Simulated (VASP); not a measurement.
All values below come from SCAN meta-GGA, VASP's PBE PAW potentials (set 64) (plane waves; VASP).

A VASP calculation is set up with these files.

### INCAR
```
! general
SYSTEM =Nb
PREC   =Accurate
ENCUT  =520
LREAL  =.False.   ! projection in real space or not
LASPH  =.True.   ! aspherical one-centre terms

! electronic loop
EDIFF  =1E-7
NELM   =100
ALGO   =Normal   ! blocked Davidson
LMAXMIX=4   ! l cut-off of mixed one-centre charges
LMIXTAU=.True.

! smearing
ISMEAR =1   ! Methfessel-Paxton
SIGMA  =0.1   ! width (eV)

! functional
METAGGA=SCAN

! ions
ISIF   =2

! output
LWAVE  =.False.
LCHARG =.False.
```

File POSCAR:
```
Nb
1
   -1.6640207982     1.6640207982     1.6640207982
    1.6640207982    -1.6640207982     1.6640207982
    1.6640207982     1.6640207982    -1.6640207982
Nb
1
Direct
  0.0000000000   0.0000000000   0.0000000000
```

### KPOINTS
```
Automatic mesh
0
gamma
15 15 15
```

POTCAR, in this order: Nb_sv (PBE.64 set). Program: vasp_std.

What does the run give for the energy per atom (σ→0), pressure, band gap (on the k-mesh)?

| Item | Value |
|---|---|
| energy per atom (σ→0) | -33.226 eV/atom |
| band gap (on the k-mesh) | none (metal, semimetal or under 0.01 eV) |
| pressure | -5.34 GPa |

### OSZICAR
```
...
DAV:  23    -0.332260885719E+02    0.19089E-05   -0.29593E-06  2460   0.271E-02    0.781E-03
DAV:  24    -0.332260868543E+02    0.17175E-05   -0.17206E-06  2470   0.213E-02    0.214E-03
DAV:  25    -0.332260863663E+02    0.48800E-06   -0.90083E-07  2712   0.122E-02    0.863E-04
DAV:  26    -0.332260861971E+02    0.16922E-06   -0.10522E-07  1872   0.477E-03    0.480E-04
DAV:  27    -0.332260864190E+02   -0.22186E-06   -0.40787E-08  1336   0.329E-03    0.738E-04
DAV:  28    -0.332260861081E+02    0.31085E-06   -0.15619E-08  1284   0.231E-03    0.101E-04
DAV:  29    -0.332260861968E+02   -0.88690E-07   -0.55286E-09  1272   0.122E-03
   1 F= -.33226086E+02 E0= -.33225580E+02  d E =-.151982E-02
```

The compound is Nb in the bcc structure. This cell is one point of a volume scan, at 1.03 of the reference volume.
